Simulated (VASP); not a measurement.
These are PBE GGA with D3 dispersion (Becke-Johnson damping), VASP's PBE PAW potentials (set 64) (plane waves; VASP) values and carry that method's errors.

VASP input:

### KPOINTS
```
Automatic mesh
0
Gamma
9 9 9
0 0 0
```

### POSCAR
```
Si
5.419570
  0.0000000000   0.4999999616   0.4999999616
  0.4999999616   0.0000000000   0.4999999616
  0.4999999616   0.4999999616   0.0000000000
Si
2
Cartesian
  0.0000000000   0.0000000000   0.0000000000
  0.2499999808   0.2499999808   0.2499999808
```

**INCAR**
```
LREAL = .FALSE.   # projection in real space or not
ISIF = 2   # forces and stress, cell fixed
ENCUT = 400
PREC = Accurate
EDIFF = 1E-7
SYSTEM = Si
ALGO = Normal
GGA = PE   # PBE
LORBIT = 11   # lm-projected
LWAVE = .FALSE.
LCHARG = .TRUE.
LASPH = .TRUE.   # aspherical one-centre terms
NEDOS = 601
ISMEAR = -5   # tetrahedra, Bloechl
IVDW = 12   # D3, Becke-Johnson
NELM = 100
```

POTCAR, in this order: Si (PBE.64 set). Program: vasp_std.

The resulting files:

OSZICAR:
```
       N       E                     dE             d eps       ncg     rms          rms(c)
DAV:   1     0.470397833083E+01    0.47040E+01   -0.29306E+03   560   0.626E+02
DAV:   2    -0.108450035191E+02   -0.15549E+02   -0.15374E+02   920   0.766E+01
DAV:   3    -0.110226231840E+02   -0.17762E+00   -0.17762E+00   688   0.101E+01
DAV:   4    -0.110235332192E+02   -0.91004E-03   -0.91004E-03   928   0.748E-01
DAV:   5    -0.110235336131E+02   -0.39389E-06   -0.39389E-06   688   0.166E-02    0.492E+00
DAV:   6    -0.108960362390E+02    0.12750E+00   -0.84757E-02   680   0.152E+00    0.301E+00
DAV:   7    -0.108382364896E+02    0.57800E-01   -0.15915E-01   712   0.221E+00    0.198E-01
DAV:   8    -0.108393011377E+02   -0.10646E-02   -0.40832E-03   616   0.483E-01    0.752E-02
DAV:   9    -0.108394884209E+02   -0.18728E-03   -0.18419E-04   808   0.106E-01    0.572E-02
DAV:  10    -0.108395157875E+02   -0.27367E-04   -0.33600E-05   640   0.431E-02    0.105E-02
DAV:  11    -0.108395154650E+02    0.32255E-06   -0.50622E-07   896   0.512E-03    0.234E-03
DAV:  12    -0.108395157905E+02   -0.32557E-06   -0.56884E-07   648   0.603E-03    0.983E-04
DAV:  13    -0.108395157986E+02   -0.80623E-08   -0.19732E-09   448   0.393E-04
   1 F= -.11471680E+02 E0= -.11471680E+02  d E =0.000000E+00
```

OUTCAR:
```
------------------------ aborting loop because EDIFF is reached ----------------------------------------
 Edisp (eV)   -0.63216
  FORCE on cell =-STRESS in cart. coord.  units (eV):
  Direction    XX          YY          ZZ          XY          YZ          ZX
  --------------------------------------------------------------------------------------
  Total       0.00284     0.00284     0.00284     0.00000    -0.00000     0.00000
  in kB       0.11430     0.11430     0.11430     0.00000    -0.00000     0.00000
  external pressure =        0.11 kB  Pullay stress =        0.00 kB
  volume of cell :       39.80
      direct lattice vectors                 reciprocal lattice vectors
     0.000000000  2.709784792  2.709784792    -0.184516498  0.184516498  0.184516498
     2.709784792  0.000000000  2.709784792     0.184516498 -0.184516498  0.184516498
     2.709784792  2.709784792  0.000000000     0.184516498  0.184516498 -0.184516498
 POSITION                                       TOTAL-FORCE (eV/Angst)
 -----------------------------------------------------------------------------------
      0.00000      0.00000      0.00000         0.000000     -0.000000      0.000000
      1.35489      1.35489      1.35489        -0.000000      0.000000     -0.000000
 -----------------------------------------------------------------------------------
    total drift:                                0.000000      0.000000      0.000000
  FREE ENERGIE OF THE ION-ELECTRON SYSTEM (eV)
  ---------------------------------------------------
  free  energy   TOTEN  =       -11.4716796074 eV

  energy  without entropy=      -11.4716796074  energy(sigma->0) =      -11.47167961

 total charge

# of ion       s       p       d       tot
------------------------------------------
    1        0.751   0.947   0.000   1.698
    2        0.751   0.947   0.000   1.698
--------------------------------------------------
tot          1.502   1.894   0.000   3.395
```
(Selected blocks of OUTCAR.)

The structure comes from a measured Si entry (Fd-3m) of the Crystallography Open Database, whose conditions weren't checked. It was relaxed first.
